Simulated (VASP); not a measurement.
Method: SCAN meta-GGA, VASP's PBE PAW potentials (set 64) (plane waves; VASP 6.6.1).

The input files of a VASP run:

**POSCAR**
```
CoAl
1
    2.8379938242     0.0000000000     0.0000000000
    0.0000000000     2.8379938242     0.0000000000
    0.0000000000     0.0000000000     2.8379938242
Al Co
1 1
Direct
  0.5000000000   0.5000000000   0.5000000000
  0.0000000000   0.0000000000   0.0000000000
```

KPOINTS:
```
Automatic mesh
0
Gamma
13 13 13
0 0 0
```

### INCAR
```
SYSTEM = CoAl
PREC = Accurate; ENCUT = 520; LREAL = .FALSE.
LASPH = .TRUE.
EDIFF = 1E-7; NELM = 100; ALGO = Normal
LMAXMIX = 4; LMIXTAU = .TRUE.
ISMEAR = 1; SIGMA = 0.1
METAGGA = SCAN
ISIF = 2
LWAVE = .FALSE.; LCHARG = .FALSE.
```

POTCAR, in this order: Al Co (PBE.64 set). Program: vasp_std.

**Question.** What will the output report for the number of irreducible k-points (NKPTS), largest plane-wave count, number of space-group operations, FFT grid (NGX, NGY, NGZ)?

**Answer.** 
```
Property                                       Value
--------------------------------------  ------------
number of irreducible k-points (NKPTS)            84
largest plane-wave count                         627
number of space-group operations                  48
FFT grid (NGX, NGY, NGZ)                24 × 24 × 24
```

The compound is CoAl in the CsCl type structure. This cell is one point of a volume scan, at 1.03 of the reference volume. The run is not spin-polarised, so no magnetic state was tried.
